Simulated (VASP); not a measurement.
Consider the following.

```yaml
crystal:
  lattice:
    - [0.00000, 3.10750, 3.10750]
    - [3.10750, 0.00000, 3.10750]
    - [3.10750, 3.10750, 0.00000]
  atoms:
    - { symbol: Ba, position: [0.00000, 0.00000, 0.00000] }
    - { symbol: F, position: [0.25000, 0.25000, 0.25000] }
    - { symbol: F, position: [0.75000, 0.75000, 0.75000] }
```

Level of theory: vdW-DF-cx, VASP's PBE PAW potentials (set 64) (plane waves; VASP). Settings: 520 eV cut-off, Gaussian smearing of 0.050 eV, potentials Ba_sv F.

Unless said otherwise, spin-orbit coupling is left out, though it shifts the bands of the heavy elements here.

### Question
Estimate the band gap (along the path) with the smallest direct gap where there is one.

### Answer

* **band gap (along the path)**: 6.79 eV
* **smallest direct gap (along the path)**: 6.87 eV

The absolute energy has meaning only against runs of the same code, potentials and settings.

The compound is BaF2 in the fluorite structure. It was relaxed first.
